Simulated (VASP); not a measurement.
A run of VASP 6.6.1 is set up as follows.

File POSCAR:

```
BiCl
1.0
    0.0000000000      3.1214552980      3.1214552980
    3.1214552980      0.0000000000      3.1214552980
    3.1214552980      3.1214552980      0.0000000000
Bi Cl
1 1
Direct
    0.0000000000      0.0000000000      0.0000000000
    0.5000000000      0.5000000000      0.5000000000
```

Contents of INCAR.step1:

```
ALGO = Normal
EDIFF = 1E-4
ENCUT = 520
GGA = PE
ISMEAR = -5
LASPH = T
LCHARG = F
LREAL = F
LWAVE = T
NBANDS = 18
NELM = 80
PREC = Accurate
SIGMA = 0.1
```

Contents of INCAR.step2:

```
ALGO = Normal
EDIFF = 1E-7
ENCUT = 520
ISIF = 2
ISMEAR = -5
ISTART = 1
LASPH = T
LCHARG = T
LELF = T
LMIXTAU = T
LREAL = F
LVHAR = T
LWAVE = F
METAGGA = R2SCAN
NBANDS = 18
NELM = 80
PREC = Accurate
SIGMA = 0.1
```

File KPOINTS:

```
k-points
0
Gamma
  5 5 5
```

Potentials or basis: VASP PAW PBE potentials, release 64 (Bi_d, Cl).

Command:

```console
$ cat potpaw_PBE.64/Bi_d/POTCAR potpaw_PBE.64/Cl/POTCAR > POTCAR
$ cp INCAR.step1 INCAR
$ mpirun -np 1 vasp_std > vasp.out
$ cp INCAR.step2 INCAR
$ mpirun -np 1 vasp_std > vasp.out
```

Estimate the band gap on the k mesh.

none (metal or under the smearing width).

What does it give for the pressure?

0.0 GPa.

Caveat: the PAW data sets were made with another functional, which shifts forces and pressure a little; spin-orbit coupling is left out, which moves the levels of the heavy elements; tetrahedron occupations give inexact forces and stress in metals.
